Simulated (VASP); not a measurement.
A VASP calculation is set up with these files.

### INCAR
```
! general
SYSTEM = AlN
PREC   = Accurate
ENCUT  = 400
LREAL  = .FALSE.
LASPH  = .TRUE.

! electronic loop
EDIFF  = 1E-6
NELM   = 100
ALGO   = Normal

! smearing
ISMEAR = -1
SIGMA  = 0.02

! ions
ISIF   = 2

! output
LWAVE  = .FALSE.
LCHARG = .FALSE.
```

### POSCAR
```
AlN
1
    0.0000000000     2.2162800000     2.2162800000
    2.2162800000     0.0000000000     2.2162800000
    2.2162800000     2.2162800000     0.0000000000
Al N
1 1
Direct
  0.0000000000   0.0000000000   0.0000000000
  0.2500000000   0.2500000000   0.2500000000
```

### KPOINTS
```
Automatic
0
G
  13 13 13
0 0 0
```

POTCAR, in this order: Al N (LDA.64 set). Program: vasp_std.

**Question.** Write an equivalent input for Ansatz.

**Answer.** One equivalent input (not run):
Ansatz 0.2 input:
```yaml
crystal:
  lattice:
    - [0.0000000, 2.2162800, 2.2162800]
    - [2.2162800, 0.0000000, 2.2162800]
    - [2.2162800, 2.2162800, 0.0000000]
  atoms:
    - { symbol: Al, position: [0.0000000, 0.0000000, 0.0000000] }
    - { symbol: N, position: [0.2500000, 0.2500000, 0.2500000] }
kpoints:
  mp_grid: { grid: [13, 13, 13] }
hamiltonian:
  xc: lda
  pseudopotentials: { kind: paw }
scf:
  occupations: { method: fermi_dirac, width: 0.02 }
  max_iter: 100
output: { forces: true, stress: true, eigenvalues: true }
```
What does not carry over: each code has its own PAW files, so the cut-off isn't converted (ENCUT is set for VASP's; basis.ecutwfc is left out, and Ansatz then takes the one that its files recommend); Ansatz stops its SCF on the density residual and VASP on the energy change (EDIFF); Ansatz's lda is the Perdew-Wang form, while the LDA potentials of VASP carry Perdew-Zunger's.

The structure is a typed AlN crystal (F-43m). The cell was not relaxed at this level. The run is one of a series of settings (GGA removed, POTCAR Al N (LDA.64 set) against the base run), some of them coarse on purpose.
